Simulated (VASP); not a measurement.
Ni:

```
Ni
1.0
     0.00000    1.77565    1.77565
     1.77565    0.00000    1.77565
     1.77565    1.77565    0.00000
Ni
1
Direct
  0.00000 0.00000 0.00000
```

- Program: VASP 6.6.1
- Task: relaxation of cell and atoms
- Functional: PBEsol
- Potentials or basis: VASP PAW PBE potentials, release 64 (Ni)
- Cutoff: 600 eV
- k mesh: 20 × 20 × 20
- Occupations: gaussian, width 0.1 eV
- Spin: collinear spin, ferromagnetic start
- Starting moments: [1.0] μB

At the start: pressure -14.4 GPa; volume 11.20 Å³/atom.

Task: Where does the relaxation end?

Result: Over 6 steps the energy falls by 39.8 meV/atom and the volume is 10.38 Å³/atom (-7.3 %); space group Fm-3m (No. 225, to 0.05 Å); moment 0.62 μB per cell.

Step by step:
| step | energy change (eV) | largest force (eV/Å) | pressure (GPa) | volume (Å³) |
| --- | --- | --- | --- | --- |
| 1 | 0.0000 | 0.0000 | -14.40 | 11.20 |
| 2 | 0.0026 | 0.0000 | 20.04 | 9.64 |
| 3 | -0.0398 | 0.0000 | -0.19 | 10.39 |
| 4 | -0.0398 | 0.0000 | 0.17 | 10.37 |
| 5 | -0.0398 | 0.0000 | -0.18 | 10.38 |
| 6 | -0.0398 | 0.0000 | 0.02 | 10.38 |

Final structure:
```
Ni
1.0
     0.00000    1.73114    1.73114
     1.73114    0.00000    1.73114
     1.73114    1.73114    0.00000
Ni
1
Direct
  0.00000 0.00000 0.00000
```

Caveat: the PAW data sets were made with another functional, which shifts forces and pressure a little.
